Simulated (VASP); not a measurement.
Given:

```
Al2MgC2
1.0
    3.37577     0.00000     0.00000
   -1.68789     2.92350     0.00000
    0.00000     0.00000     5.76738
Mg Al C
1 2 2
Direct
  0.00000   0.00000   0.00000
  0.66667   0.33333   0.35007
  0.33333   0.66667   0.64993
  0.33333   0.66667   0.26927
  0.66667   0.33333   0.73073
```

Computed with PBEsol GGA, VASP's PBE PAW potentials (set 64) (plane waves; VASP). Run with 520 eV cut-off, 8×8×5 Γ-centred mesh, tetrahedra with Blöchl corrections, potentials Mg Al C.

**Question.** Estimate the energy per atom (σ→0).

**Answer.** 
```json
{
 "energy per atom (σ→0)": "-571.4 kJ/mol-atom"
}
```

Total energies compare only between runs with the same potentials, cut-off and functional.

The structure comes from a computed database's Al2MgC2 entry (P-3m1); how it stands against other phases isn't given here. It was relaxed first.
